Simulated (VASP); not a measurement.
# A VASP study of TePt (r2SCAN): structure first, properties next

Aim: relax TePt with r2SCAN, compute its properties on that cell and hold them against experiment. The steps: full relaxation (r2SCAN), second relaxation, density, ELF and potential (r2SCAN), bands along the symmetry lines (r2SCAN), total and projected DOS (r2SCAN), zone-centre phonons (r2SCAN) and electric field gradients (r2SCAN). The start is a cell from a database of measured crystal structures.

Program: VASP 6.6.1. Level of theory: r2SCAN; plane waves and PAW (Te, Pt). Results are calculated unless marked as measured.

**What experiment says.**

“Electronic and topological properties of the van der Waals layered superconductor PtTe” (2022, arxiv:2203.06655) reports for PtTe, ZrCl-type rhombohedral, by single crystal x-ray diffraction (flux-grown crystal, 200 K): lattice constant a (a, hexagonal setting) 3.9612 ± 0.0004 Å; lattice constant c (c, hexagonal setting) 19.815 ± 0.002 Å.

The database entry behind the starting cell differs from later determinations by our own check (c about 0.8 % long), so it need not match the best structure at ambient conditions.

**1. Set-up**

Before any relaxation, the start is as follows. The structure is trigonal, space group R-3m (No. 166). The conventional cell has a = 3.963 Å, b = 3.963 Å, c = 19.983 Å, α = 90.00°, β = 90.00°, γ = 120.00°. Nearest to Te lie 3 Pt at 2.59 Å. Pt has 3 Te at 2.59 Å and 3 Pt at 2.72 Å nearest. Farther neighbours and most contacts between anions are not listed.

As a file:

```cif
data_structure
_symmetry_space_group_name_H-M 'R-3m:H'
_symmetry_Int_Tables_number 166
_cell_length_a 3.9631
_cell_length_b 3.9631
_cell_length_c 19.9831
_cell_angle_alpha 90.000
_cell_angle_beta 90.000
_cell_angle_gamma 120.000
_cell_volume 271.81
loop_
_atom_site_label
_atom_site_type_symbol
_atom_site_symmetry_multiplicity
_atom_site_Wyckoff_symbol
_atom_site_fract_x
_atom_site_fract_y
_atom_site_fract_z
_atom_site_occupancy
Te1 Te 6 c 0.66667 0.33333 0.93133 1
Pt1 Pt 6 c 0.00000 0.00000 0.87033 1
```

**2. Full relaxation (r2SCAN)**

Properties are meant for the cell that this level of theory prefers, so cell and atoms are relaxed first (ISIF = 3) until forces and stress are small; EDIFFG sets the threshold. r2SCAN adds the kinetic-energy density, costs more than a GGA and is run with LASPH.

Contents of INCAR:

```
SYSTEM = TePt
PREC = Accurate
ENCUT = 400
EDIFF = 1E-06
NELM = 100
ISMEAR = 0
SIGMA = 0.05
LREAL = .FALSE.
ALGO = Normal
METAGGA = R2SCAN
LASPH = .TRUE.
NBANDS = 22
LORBIT = 11
LWAVE = .FALSE.
LCHARG = .FALSE.
KPAR = 4
IBRION = 2
NSW = 60
ISIF = 3
EDIFFG = -0.01
```

Contents of POSCAR:

```
TePt
1.0
    1.9815661262      1.1440577364      6.6610334788
   -1.9815661262      1.1440577364      6.6610334788
    0.0000000000     -2.2881154728      6.6610334788
Te Pt
2 2
Direct
    0.5980000000      0.5980000000      0.5980000000
    0.4020000000      0.4020000000      0.4020000000
    0.8703333333      0.8703333333      0.8703333333
    0.1296666667      0.1296666667      0.1296666667
```

Contents of KPOINTS:

```
Automatic mesh
0
Gamma
6 6 6
0 0 0
```

The projector-augmented-wave data sets are Te and Pt (PBE family, release 64).

Run with:

```sh
mpirun -np 4 vasp_std
```

The program printed:

```text
[banner, memory and clock lines left out]
running    4 mpi-ranks, on    1 nodes
 distrk:  each k-point on    1 cores,    4 groups
 distr:  one band on    1 cores,    1 groups

 POSCAR found type information on POSCAR TePt
 POSCAR found :  2 types and       4 ions
|                                                                             |
|               ----> ADVICE to this user running VASP <----                  |
|                                                                             |
|     You enforced a specific xc type in the INCAR file but a different       |
|     [... a line on the potential file left out ...]
|     I HOPE YOU KNOW WHAT YOU ARE DOING!                                     |
|                                                                             |

 LDA part: xc-table for (None), standard interpolation
 POSCAR, INCAR and KPOINTS ok, starting setup
 FFT: planning ... GRIDC
 FFT: planning ... GRID_SOFT
 FFT: planning ... GRID
 WAVECAR not read
 entering main loop
       N       E                     dE             d eps       ncg     rms          rms(c)
DAV:   1     0.644286599230E+01    0.64429E+01   -0.12476E+04  1408   0.107E+03
DAV:   2    -0.157471411903E+03   -0.16391E+03   -0.15298E+03  1752   0.222E+02
DAV:   3    -0.163757383829E+03   -0.62860E+01   -0.61977E+01  1710   0.443E+01
DAV:   4    -0.163836319861E+03   -0.78936E-01   -0.78902E-01  1648   0.557E+00
DAV:   5    -0.163837868740E+03   -0.15489E-02   -0.15488E-02  1744   0.750E-01    0.159E+01
DAV:   6    -0.155485072137E+03    0.83528E+01   -0.50960E+00  1588   0.181E+01    0.978E+00
DAV:   7    -0.155372200470E+03    0.11287E+00   -0.74014E-01  1462   0.846E+00    0.430E+00
DAV:   8    -0.155368245275E+03    0.39552E-02   -0.10323E-01  1528   0.239E+00    0.125E+00
DAV:   9    -0.155360955513E+03    0.72898E-02   -0.33224E-02  1566   0.160E+00    0.278E-01
DAV:  10    -0.155361901749E+03   -0.94624E-03   -0.47265E-03  1630   0.380E-01    0.293E-01
DAV:  11    -0.155362005719E+03   -0.10397E-03   -0.13142E-04  1678   0.869E-02    0.112E-01
DAV:  12    -0.155361908582E+03    0.97137E-04   -0.23898E-04  1558   0.137E-01    0.364E-02
DAV:  13    -0.155361915812E+03   -0.72299E-05   -0.20570E-05  1630   0.274E-02    0.252E-02
DAV:  14    -0.155361917135E+03   -0.13232E-05   -0.10639E-06  1100   0.558E-03    0.531E-03
DAV:  15    -0.155361916672E+03    0.46268E-06   -0.47280E-07   824   0.477E-03
   1 F= -.15536192E+03 E0= -.15535962E+03  d E =-.155362E+03
 curvature:   0.00 expect dE= 0.000E+00 dE for cont linesearch  0.000E+00
 trial: gam= 0.00000 g(F)=  0.862E-03 g(S)=  0.797E-01 ort = 0.000E+00 (trialstep = 0.100E+01)
 search vector abs. value=  0.806E-01
 bond charge predicted
       N       E                     dE             d eps       ncg     rms          rms(c)
DAV:   1    -0.156039219327E+03   -0.67730E+00   -0.13181E+01  1474   0.285E+01    0.573E+00
DAV:   2    -0.155412838581E+03    0.62638E+00   -0.26815E+00  1468   0.155E+01    0.336E+00
DAV:   3    -0.155346647869E+03    0.66191E-01   -0.20891E-01  1456   0.390E+00    0.155E+00
DAV:   4    -0.155337228315E+03    0.94196E-02   -0.34945E-02  1540   0.885E-01    0.859E-01
DAV:   5    -0.155334802740E+03    0.24256E-02   -0.10899E-02  1502   0.646E-01    0.416E-01
DAV:   6    -0.155334791676E+03    0.11064E-04   -0.18020E-03  1650   0.340E-01    0.132E-01
DAV:   7    -0.155334798497E+03   -0.68204E-05   -0.21474E-04  1598   0.111E-01    0.720E-02
DAV:   8    -0.155334799064E+03   -0.56767E-06   -0.19608E-05  1564   0.286E-02    0.277E-02
DAV:   9    -0.155334800388E+03   -0.13235E-05   -0.15579E-06  1144   0.898E-03    0.477E-03
DAV:  10    -0.155334800900E+03   -0.51235E-06   -0.35958E-07   788   0.440E-03
   2 F= -.15533480E+03 E0= -.15533214E+03  d E =0.271158E-01
[... from here on, the cycles between the ionic steps are left out ...]
   3 F= -.15537627E+03 E0= -.15537389E+03  d E =-.143490E-01
   4 F= -.15538042E+03 E0= -.15537789E+03  d E =-.414932E-02
   5 F= -.15538772E+03 E0= -.15538469E+03  d E =-.114590E-01
   6 F= -.15538333E+03 E0= -.15537999E+03  d E =-.706570E-02
   7 F= -.15538885E+03 E0= -.15538559E+03  d E =-.125890E-01
   8 F= -.15538887E+03 E0= -.15538563E+03  d E =-.126056E-01
   9 F= -.15538916E+03 E0= -.15538588E+03  d E =-.288871E-03
  10 F= -.15538933E+03 E0= -.15538607E+03  d E =-.457792E-03
  11 F= -.15538948E+03 E0= -.15538620E+03  d E =-.147736E-03
  12 F= -.15538959E+03 E0= -.15538632E+03  d E =-.262388E-03
  13 F= -.15538959E+03 E0= -.15538632E+03  d E =-.262145E-03
  14 F= -.15538959E+03 E0= -.15538632E+03  d E =-.262102E-03
  15 F= -.15538963E+03 E0= -.15538634E+03  d E =-.419850E-04
  16 F= -.15538964E+03 E0= -.15538633E+03  d E =-.489528E-04
 curvature:  -1.61 expect dE=-0.363E-04 dE for cont linesearch -0.357E-06
 ZBRENT: interpolating
 opt :   1.7767  next Energy=  -155.389640 (dE=-0.493E-04)
 bond charge predicted
       N       E                     dE             d eps       ncg     rms          rms(c)
DAV:   1    -0.155389641744E+03   -0.12069E-05   -0.84381E-05  1414   0.608E-02    0.742E-03
DAV:   2    -0.155389640941E+03    0.80266E-06   -0.29938E-06  1320   0.129E-02
  17 F= -.15538964E+03 E0= -.15538634E+03  d E =-.497452E-04
 curvature:  -1.37 expect dE=-0.311E-04 dE for cont linesearch -0.266E-05
 trial: gam= 0.00000 g(F)=  0.104E-04 g(S)=  0.122E-04 ort =-0.139E-04 (trialstep = 0.116E+01)
 search vector abs. value=  0.227E-04
 reached required accuracy - stopping structural energy minimisation
```

Run time: 9 min. Hardware: 4 MPI ranks of Intel Xeon 6975P-C (Granite Rapids), shared host; peak memory 1.5 GiB.

Lines that name or quote the potential files are left out of all logs, and their timing lines are given in words.

From OUTCAR (step 2):

```text
ion  position               nearest neighbor table
   1  0.598  0.598  0.598-   3 2.59   3 2.59   3 2.59   4 3.54   4 3.54   4 3.54   2 3.57   2 3.57
                             2 3.57
   2  0.402  0.402  0.402-   4 2.59   4 2.59   4 2.59   3 3.54   3 3.54   3 3.54   1 3.57   1 3.57
                             1 3.57
   3  0.870  0.870  0.870-   1 2.59   1 2.59   1 2.59   4 2.72   4 2.72   4 2.72   2 3.54   2 3.54
                             2 3.54
   4  0.130  0.130  0.130-   2 2.59   2 2.59   2 2.59   3 2.72   3 2.72   3 2.72   1 3.54   1 3.54
                             1 3.54

  LATTYP: Found a trigonal (rhomboedric) cell.
 ALAT       =     7.0430703122
 COS(alpha) =     0.8416846276

 Subroutine GETGRP returns: Found 12 space group operations
 (whereof 12 operations were pure point group operations)

The static configuration has the point symmetry D_3d.

 Found     32 irreducible k-points:

   k-points           NKPTS =     32   k-points in BZ     NKDIM =     32   number of bands    NBANDS=     22

   dimension x,y,z NGX =    48 NGY =   48 NGZ =   48
   dimension x,y,z NGXF=    96 NGYF=   96 NGZF=   96

   ENCUT  =  400.0 eV  29.40 Ry    5.42 a.u.  11.49 11.49 11.49*2*pi/ulx,y,z

   NELECT =      32.0000    total number of electrons

 k-points in reciprocal lattice and weights: Automatic mesh
   0.00000000  0.00000000  0.00000000       0.005
   0.16666667  0.00000000  0.00000000       0.028
   0.33333333 -0.00000000  0.00000000       0.028
   0.50000000 -0.00000000  0.00000000       0.014
   0.16666667  0.16666667 -0.00000000       0.028
   0.33333333  0.16666667  0.00000000       0.056
   0.50000000  0.16666667  0.00000000       0.056
  -0.33333333  0.16666667 -0.00000000       0.056
  -0.16666667  0.16666667  0.00000000       0.028
[...]
-0.33333333  0.50000000  0.33333333       0.028
   0.50000000  0.50000000  0.50000000       0.005

 average (electrostatic) potential at core
       1 -92.1718       2 -92.1718       3 -71.6202       4 -71.6202

 E-fermi :   7.7042

 k-point     1 :       0.0000    0.0000    0.0000
  band No.  band energies     occupation
    ...
      9       4.6025      2.00000
     10       4.6025      2.00000
     11       5.6395      2.00000
     12       5.6395      2.00000
     13       5.9232      2.00000
     14       8.4116      0.00000
     15       8.5311      0.00000
     16       8.5311      0.00000
     17       9.1565      0.00000
     18      10.6126      0.00000
    ...

 k-point     2 :       0.1667    0.0000    0.0000
  band No.  band energies     occupation
    ...
     10       4.2332      2.00000
     11       5.5683      2.00000
     12       5.6249      2.00000
     13       5.9563      2.00000
     14       6.7493      2.00000
     15       8.3259      0.00000
     16       8.4195      0.00000
     17       9.2307      0.00000
     18      10.0053      0.00000
     19      10.4261      0.00000
    ...

 k-point     3 :       0.3333   -0.0000    0.0000
  band No.  band energies     occupation
    ...
     12       5.2806      2.00000
     13       5.6021      2.00000
     14       5.7608      2.00000
     15       6.3144      2.00000
     16       7.5257      2.00000
     17       8.5288      0.00000
     18       9.3569      0.00000
     19      10.9583      0.00000
     20      11.8752      0.00000
     21      13.1373      0.00000
    ...

  Total       -0.0223324     -0.0223324      0.0042218      0.0000000     -0.0000000      0.0000000
  in kB       -0.3791269     -0.3791269      0.0716720      0.0000000     -0.0000000      0.0000000
  external PRESSURE =      -0.2288606 kB  Pullay stress =       0.0000000 kB

  energy-cutoff  :      400.00
  volume of cell :       94.38
      direct lattice vectors                 reciprocal lattice vectors
     1.993611299  1.151012020  6.854733868     0.250801147  0.144800110  0.048628195
    -1.993611299  1.151012020  6.854733868    -0.250801147  0.144800110  0.048628195
     0.000000000 -2.302024041  6.854733868     0.000000000 -0.289600219  0.048628195

 POSITION                                       TOTAL-FORCE (eV/Angst)
 -----------------------------------------------------------------------------------
      0.00000      0.00000     12.24585        -0.000000     -0.000000     -0.003611
      0.00000      0.00000      8.31835         0.000000     -0.000000      0.003611
      0.00000      0.00000     17.87550         0.000000     -0.000000      0.009745
      0.00000      0.00000      2.68870        -0.000000      0.000000     -0.009745
 -----------------------------------------------------------------------------------
    total drift:                                0.000000     -0.000000      0.000000

  FREE ENERGIE OF THE ION-ELECTRON SYSTEM (eV)
  ---------------------------------------------------
  free  energy   TOTEN  =      -155.3896409409 eV

  energy  without entropy=     -155.3830327844  energy(sigma->0) =     -155.38633686

 reached required accuracy - stopping structural energy minimisation

 total charge
# of ion       s       p       d       tot
------------------------------------------
    1        1.395   1.879   0.084   3.358
    2        1.395   1.879   0.084   3.358
    3        0.679   0.577   8.123   9.379
    4        0.679   0.577   8.123   9.379
--------------------------------------------------
tot          4.149   4.911  16.414  25.474

[... 3 further parts left out ...]
```

The k-mesh is coarse for a metal. The bonds form layers, held to each other by dispersion, which r2SCAN holds only at short range, so the spacing between them may come out too wide. The PAW data sets were made with PBE, which is usual practice but a small mismatch for other functionals. The run keeps the 12 symmetry operations of its start, so it cannot find a distortion of lower symmetry.

Step by step:

```
step  energy less that of the first step (eV)  largest force (eV/Å)  pressure (GPa)  volume (Å³)
   1                                   0.0000                0.0783            2.62        90.60
   2                                   0.0271                0.5666           -3.94        95.56
   3                                  -0.0143                0.1904            0.01        92.39
   4                                  -0.0185                0.1558            0.00        92.70
   5                                  -0.0258                0.0647            0.04        93.64
   6                                  -0.0214                0.1066            0.27        95.48
   7                                  -0.0269                0.0727            0.10        94.25
   8                                  -0.0270                0.0721            0.10        94.15
   9                                  -0.0272                0.0573           -0.39        94.60
  10                                  -0.0274                0.0367           -0.21        94.43
  11                                  -0.0276                0.0379            0.18        94.22
  12                                  -0.0277                0.0135            0.03        94.30
  13                                  -0.0277                0.0118            0.01        94.31
  14                                  -0.0277                0.0145            0.04        94.30
  15                                  -0.0277                0.0128            0.00        94.35
  16                                  -0.0277                0.0112           -0.02        94.38
  17                                  -0.0277                0.0097           -0.02        94.38
```

```
conventional cell, symmetrised  before   after  change
                         a (Å)   3.963   3.987  +0.6 %
                         b (Å)   3.963   3.987  +0.6 %
                         c (Å)  19.983  20.564  +2.9 %
              volume (Å³/atom)   22.65   23.59  +4.2 %
```

The atoms that moved most (Å, as changes of fractional coordinates times the final cell):

```
atom     dx     dy      dz  length
 Te1  0.000  0.000  -0.052   0.052
 Te2  0.000  0.000   0.052   0.052
 Pt4  0.000  0.000   0.022   0.022
 Pt3  0.000  0.000  -0.022   0.022
```

The relaxed structure:

```xyz
4
Lattice="1.9936 1.1510 6.8547 -1.9936 1.1510 6.8547 0.0000 -2.3020 6.8547" Properties=species:S:1:pos:R:3 pbc="T T T"
Te    0.0000    0.0000   12.2458
Te    0.0000    0.0000    8.3184
Pt    0.0000    0.0000   17.8755
Pt    0.0000    0.0000    2.6887
```

This step gave:

```yaml
electrons: 32
bands: 22
irreducible_k_points: 32
symmetry_operations: 12
free_energy_toten: -155.3896 eV
energy_at_zero_smearing: -155.3863 eV
fermi_energy: 7.704 eV
pressure: -0.02289 GPa
metallic: yes
scf_cycles_over_all_ionic_steps: 110
```

It ends with a largest force of 0.010 eV/Å and a pressure of -0.02 GPa. The volume lies +4.2 % from that of the database's start.

(Part 1 of 5 ends here.)

[Lines on the potential files, build, host, timing and source positions are cut from VASP's logs without a mark.]

[Logs are printed without paths, hosts, clocks, repeated set-up lines and the standing remarks that a program may print on its own settings, such as how far it seeks lower states.]

[Hosts, paths, dates, database ids (printed as entryN), source tags and the programs' standing remarks are cut or masked in the printed files.]

[A measured line is paired with the nearest computed mode of its activity, which favours agreement.]
